Kohn–Sham levels of cubic BaHfO₃ (5-atom cell, a = 4.206 Å) from VASP 6.6.1 with PBE and PAW potentials, without spin polarisation or spin–orbit coupling; cutoff 520 eV, 6×6×6 k mesh, Gaussian smearing 0.02 eV. Energies are counted from the valence top, at selected mesh points whose coordinates are fractions of the reciprocal cell vectors.

```
point a (reciprocal cell vector)  point b (reciprocal cell vector)  point c (reciprocal cell vector)  level under 4 (eV)  level under 3 (eV)  level under 2 (eV)  level under 1 (eV)  level over 1 (eV)  level over 2 (eV)
                          0.0000                            0.0000                            0.0000              -0.946              -0.241              -0.241              -0.241              3.535              3.535
                          0.5000                            0.0000                            0.0000              -1.687              -1.627              -0.551              -0.551              4.074              6.202
                          0.5000                            0.1667                            0.0000              -1.488              -1.002              -0.786              -0.733              4.603              6.112
                          0.3333                            0.3333                            0.0000              -1.327              -0.953              -0.901              -0.323              5.522              5.610
                          0.5000                            0.5000                            0.0000              -1.068              -0.927              -0.927              -0.075              6.103              6.103
                          0.3333                            0.3333                            0.3333              -2.414              -0.485              -0.485              -0.256              6.045              6.045
                          0.5000                            0.5000                            0.5000              -2.505               0.000               0.000               0.000              5.938              5.938
```

**Q:** How large is the gap in this calculation, and where in reciprocal space are its two edges?

**A:** About 3.5 eV for cubic BaHfO₃ in PBE, and the edges lie at different points. The filled levels end at R, the corner of the zone at (0.5, 0.5, 0.5), where the column "level under 1" reaches the zero of the table. The lowest empty level, "level over 1", is at the centre Γ, at 3.535 eV. An electron lifted without change of wave vector needs at least 3.776 eV, again at Γ, because the filled levels there end 0.241 eV below those at R.

The two edges behave very differently. Over the listed points the lowest empty level moves by about 2.6 eV, the highest filled one by only about 0.7 eV.

**Q:** Why do the empty levels move so much more?

**A:** Because the lowest empty state escapes the mixing between Hf and oxygen only in special places, while some filled states escape it everywhere. The table gives energies, not orbitals, so this part rests on the established picture of such perovskites: O 2p states are filled, and the Hf 5d states are empty. The lowest of these are the three t2g orbitals, whose lobes point between the oxygen neighbours.

At Γ all cells are in phase. Inversion through a Hf atom then leaves a d orbital unchanged but reverses the sign of every O 2p combination. States of opposite parity can't mix, so the t2g levels stay at their lowest. Away from Γ the phases differ from cell to cell, mixing becomes possible, and where it occurs the empty partner is pushed up.

The filled side is different because of a simple count. Each cell has nine O 2p orbitals but only five Hf 5d orbitals, so at least four oxygen combinations find no Hf d partner at any wave vector. Where the others mix they are pushed down, and the top is largely left to unmixed ones, whose energy changes chiefly through interactions between neighbouring oxygens. Not every unmixed one stays high: at R only three levels share the top, and the fourth lies 2.505 eV lower.

**Q:** Then why does X, which is as far out as one can go along an axis, still have a low empty level?

**A:** Because going along one axis switches on mixing for only two of the three t2g orbitals. An orbital mixes with the oxygen neighbours that lie in its own plane, and with each of them only if the phase changes along the line to it. At X, the point (0.5, 0, 0), the phase changes along the first axis alone, and the orbital lying in the plane of the other two doesn't notice it.

The wide splitting in the table fits this: the first empty level of X is at 4.074 eV, the second at 6.202 eV. At M, the point (0.5, 0.5, 0), every t2g orbital has at least one active direction, and the low level has gone.

**Q:** Can I turn this into an estimate for a point in between?

**A:** Yes, with two levels that repel each other. Let a and b be the coordinates of the point along the two axes of the orbital's plane. The overlaps with the two oxygens on opposite sides of Hf have opposite signs, so their sum goes as the sine of half the phase change per cell. The squared coupling is then proportional to

s = sin²(πa) + sin²(πb)

Put the d level at its Γ energy E₀ = 3.535 eV and the p level a distance G below it, with the direct gap at Γ as a rough value of G. The upper of the two mixed levels is

E = E₀ − G/2 + √(G²/4 + V²s)

The strength V² follows from the second empty level of X, if we take it to be a mixed t2g level with s = 1. That level lies 6.202 − 3.535 = 2.667 eV above E₀, and solving the equation for V² gives

V² = 2.667 × (2.667 + 3.776) = 17.18 eV²

Now take (1/3, 1/3, 0), which had no part in setting these constants. The two least mixed orbitals each have one active direction, with s = sin²(60°) = 0.75. This gives

E = 3.535 − 1.888 + √(3.565 + 12.89) = 5.70 eV

The calculation has 5.522 eV. The estimate is about 0.18 eV too high, or roughly 9% of the rise from Γ.

**Q:** How far can I trust that formula?

**A:** As long as s is between about a quarter and one, it holds to within 0.2 eV for the levels listed. The analysis printed below compares it with both empty levels at every point, and with a rise simply proportional to s. The straight line is better at (1/3, 1/3, 0) and worse at (0.5, 1/6, 0), so the table supports the counting of active directions more firmly than the exact form of the curve.

The formula fails at three of the listed points. The low level of X should stay at its Γ energy but lies 0.54 eV higher, so some weaker interaction is at work that the two-level picture leaves out. This also makes the match at (0.5, 1/6, 0) partly luck: from X to that point the formula rises by 0.92 eV, the computed level by only 0.53 eV. Where s exceeds one the failure is larger: the formula is 1.0 eV too high at (1/3, 1/3, 1/3), and at R it puts the t2g levels near 7.8 eV, while the lowest empty level is at 5.938 eV. My guess is that other empty states, perhaps Ba 5d, lie below the raised t2g levels there; a projection of the states onto atomic orbitals would decide it.

**Q:** I work on gate insulators. Which of these levels matters for leakage?

**A:** For electrons the empty one at Γ, for holes the filled one at R. The barrier that keeps electrons in a channel is measured to the lowest empty level of the insulator, so the levels near 6 eV over much of the zone don't help. The low level at X is 0.54 eV higher, about twenty times the thermal energy at room temperature. In a crystal without traps, electrons that enter the oxide and relax would therefore collect near Γ.

The barrier height itself needs a second calculation. The energies here are counted from the oxide's own valence top, and they have to be aligned with the levels of the channel at a real interface.

**Q:** What would change if I saved effort with a 3×3×3 mesh centred on Γ?

**A:** You could get a gap that is too large and of the wrong kind. Such a mesh contains Γ but not R, because an odd number of divisions never lands on one half. Judged by the points it shares with this table, its highest filled level would be the one at Γ. The program would then report a direct gap of 3.776 eV, although nothing in the material had changed.

The error can't exceed the 0.241 eV between the filled levels of R and Γ, apart from small changes in the density. An even mesh centred on Γ avoids it, since it contains both edges.

**Q:** Which digits should I believe, and would they survive if I added spin-orbit coupling or replaced Hf by Ti?

**A:** That depends on the question. For differences within this one run, such as the 0.075 eV between the filled levels of M and R, the hundredths are useful and the last printed digit has no physical weight. For the gap of the real crystal even the first digit is unsafe, because PBE makes gaps of such oxides too small, commonly by an electronvolt or more.

Spin-orbit coupling would act mainly on the conduction edge, since the filled edge belongs to the light oxygen atoms. At Γ the three t2g orbitals have the same energy by cubic symmetry; the coupling splits them into a lower group of four states and an upper group of two, counting spin. The lower group sinks by a third of the splitting, for Hf roughly a tenth of an electronvolt. The gap shrinks by about that much, which is far less than the error of the functional and of the opposite sign to the correction it needs.

With Ti the energies change but the argument stays. The 3d level of Ti lies lower than the 5d level of Hf, so cubic BaTiO₃ has a clearly smaller gap, and its spin-orbit splitting is smaller too. The parity rule at Γ doesn't depend on which metal supplies the d orbitals. The lowest empty level is again at Γ, and again one t2g orbital stays low on the way to X.

The analysis program printed:

```
indirect gap, R to Gamma, eV: 3.535
direct gap at Gamma, eV: 3.776
Gamma valence top below R, eV: 0.241
M valence top below R, eV: 0.075
M valence top below R, in kT at 300 K: 2.901
lowest empty level of X above Gamma, eV: 0.539
the same in kT at 300 K: 20.85
second empty level of X above its first, eV: 2.128
spread of lowest empty level over the listed points, eV: 2.568
spread of highest filled level over the listed points, eV: 0.733
ratio of the two spreads: 3.503
gap from the listed points of a 3x3x3 mesh, eV: 3.776
lowest empty level, eV:
     row  gap at this point  mixing s  root model  root miss  linear miss
     0.0              3.776         0       3.535          0            0
     0.5              4.625         0       3.535     -0.539       -0.539
     0.5              5.336    0.2501       4.451    -0.1521       -0.401
  0.3333              5.845    0.7499       5.703     0.1809      0.01301
     0.5              6.178         1       6.202      0.099        0.099
  0.3333              6.301       1.5       7.063      1.018         1.49
     0.5              5.938         2       7.806      1.868        2.931
second empty level, eV:
     row  mixing s  root model  root miss
     0.0         0       3.535          0
     0.5         1       6.202          0
     0.5         1       6.202       0.09
  0.3333    0.7499       5.703    0.09293
     0.5         1       6.202      0.099
  0.3333       1.5       7.063      1.018
     0.5         2       7.806      1.868
```
